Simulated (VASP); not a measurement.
Data:

```
CELL_PARAMETERS angstrom
      0.00000     2.21942     2.21942
      2.21942     0.00000     2.21942
      8.86305     8.86305     0.01463
ATOMIC_POSITIONS crystal
  Nb 0.00640 0.00640 0.99520
  Nb 0.99360 0.99360 0.25480
  Nb 0.00535 0.00535 0.49599
  Nb 0.99465 0.99465 0.75401
  N  0.50000 0.50000 0.12500
  C  0.50200 0.50200 0.37350
  C  0.50000 0.50000 0.62500
  C  0.49800 0.49800 0.87650
```

Method: PBEsol GGA, VASP's PBE PAW potentials (set 64) (plane waves; VASP). Numerical set-up: 520 eV cut-off, 13×13×4 Γ-centred mesh, tetrahedra with Blöchl corrections, potentials Nb_sv N C.

For a metal the tetrahedron method with Blöchl corrections gives inexact stress and forces.

Problem. Give the force on each atom (eV/Å).

Solution. 
```json
[
 {"atom": "Nb1", "Fx": "-0.069", "Fy": "-0.069", "Fz": "0.069"},
 {"atom": "Nb2", "Fx": "0.069", "Fy": "0.069", "Fz": "-0.069"},
 {"atom": "Nb3", "Fx": "-0.059", "Fy": "-0.059", "Fz": "0.059"},
 {"atom": "Nb4", "Fx": "0.059", "Fy": "0.059", "Fz": "-0.059"},
 {"atom": "N5", "Fx": "0.000", "Fy": "0.000", "Fz": "0.000"},
 {"atom": "C6", "Fx": "0.003", "Fy": "0.003", "Fz": "-0.003"},
 {"atom": "C7", "Fx": "0.000", "Fy": "0.000", "Fz": "0.000"},
 {"atom": "C8", "Fx": "-0.003", "Fy": "-0.003", "Fz": "0.003"}
]
```

Problem. Give the stress tensor in GPa (positive for a compressed cell).

Solution. 
```
-0.17   0.10  -0.10
 0.10  -0.17  -0.10
-0.10  -0.10  -0.17
```
The pressure is its mean diagonal, -0.17 GPa.

The structure was generated: Nb4C3N was put into an ordered model structure (R-3m), which need not be its known phase. It was relaxed first. The electron count is odd and the run is not spin-polarised, which forces a metal.
